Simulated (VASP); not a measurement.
Data:

```
Er
1.0
    1.81560    -3.14471     0.00000
    1.81560     3.14471     0.00000
    0.00000     0.00000     5.70180
Er
2
Direct
  0.33333   0.66667   0.25000
  0.66667   0.33333   0.75000
```

The numbers are results of PBE GGA, VASP's PBE PAW potentials (set 64) (plane waves; VASP), not measurements. Settings: 400 eV cut-off, 9×9×5 Γ-centred mesh, first-order Methfessel-Paxton smearing of 0.10 eV, potentials Er_3.

The 4f electrons are frozen in the core of the lanthanide potential, so 4f levels, which can set the real gap, and their magnetism are missing.

Question: Give the stress tensor in GPa (positive for a compressed cell).

Answer: 
```
-1.95   0.00   0.00
 0.00  -1.95   0.00
 0.00   0.00  -2.58
```
The pressure is its mean diagonal, -2.16 GPa.

The compound is Er in the hcp structure. The cell was not relaxed at this level.
